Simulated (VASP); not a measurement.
Mg2NCl, 4 atoms in the cell. The structure is trigonal, space group R-3m (No. 166). The conventional cell has a = 3.415 Å, b = 3.415 Å, c = 17.035 Å, α = 90.00°, β = 90.00°, γ = 120.00°. Around Mg (site symmetry 3m) lie 3 N at 2.19 Å. N (site symmetry -3m) is surrounded by 6 Mg at 2.19 Å. Around Cl (site symmetry -3m) lie 6 Mg at 2.73 Å. The cell comes from a database or a generator and needn't be the stable form of this composition.

* Program: VASP 6.6.1
* Task: single point
* Functional: PBE
* Potentials or basis: VASP PAW PBE potentials, release 64 (Mg, N, Cl)
* Cutoff: 520 eV
* k mesh: 12 × 12 × 12
* Occupations: gaussian, width 0.05 eV
* Spin: no spin polarisation
* Dipole correction: no
* Further INCAR settings: ALGO = Fast; EDIFF = 1e-07; NBANDS = 16

Potentials or basis: VASP PAW PBE potentials, release 64 (Mg, N, Cl).

Run with:

```sh
$ cat potpaw_PBE.64/Mg/POTCAR potpaw_PBE.64/N/POTCAR potpaw_PBE.64/Cl/POTCAR > POTCAR
$ mpirun -np 1 vasp_std > vasp.out
```

Hardware: 1 thread of AMD EPYC 9R45 96-Core Processor (Zen 5), with other jobs on the host.

Task: How long does it take, and how much memory?

Result: Wall time 4.7 min on 1 thread of AMD EPYC 9R45 96-Core Processor (Zen 5), on a shared host, peak memory 0.42 GiB. Counts: scf iterations 16, k points 189.
